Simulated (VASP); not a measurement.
Here is the system:

```
CsPbBr3
1.0
    5.92963     0.00000     0.00000
    0.00000     5.92963     0.00000
    0.00000     0.00000     5.92963
Cs Pb Br
1 1 3
Cartesian
  0.00000   0.00000   0.00000
  2.96481   2.96481   2.96481
  2.96481   0.00000   2.96481
  0.00000   2.96481   2.96481
  2.96481   2.96481   0.00000
```

All values below come from optB88-vdW, VASP's PBE PAW potentials (set 64) (plane waves; VASP). Settings: 520 eV cut-off, Gaussian smearing of 0.050 eV, potentials Cs_sv Pb_d Br.

Unless said otherwise, spin-orbit coupling is left out, though it shifts the bands of the heavy elements here.

Task: Give the energies of bands 13 to 25 at the high-symmetry points, in eV from the valence-band maximum.

Result: 
| band | Γ | X | M | R |
|---|---|---|---|---|
| 13 | -6.96 | -7.62 | -8.05 | -8.10 |
| 14 | -3.99 | -3.90 | -3.75 | -2.59 |
| 15 | -3.99 | -3.90 | -2.78 | -2.59 |
| 16 | -3.99 | -2.54 | -2.19 | -2.59 |
| 17 | -1.90 | -2.04 | -2.19 | -2.02 |
| 18 | -1.90 | -2.04 | -2.11 | -2.02 |
| 19 | -1.90 | -2.03 | -2.11 | -1.43 |
| 20 | -1.79 | -1.89 | -2.02 | -1.43 |
| 21 | -1.79 | -1.89 | -1.45 | -1.43 |
| 22 | -1.79 | -1.28 | -0.63 | 0.00 |
| 23 | 3.04 | 2.67 | 2.21 | 1.69 |
| 24 | 4.20 | 4.47 | 2.21 | 1.69 |
| 25 | 4.20 | 5.10 | 4.92 | 1.69 |

The gap is direct, 1.69 eV, from the valence maximum at R to the conduction minimum at R.

The compound is CsPbBr3 in the cubic perovskite structure, the ideal cubic form; the compound distorts at low or room temperature. It was relaxed first.
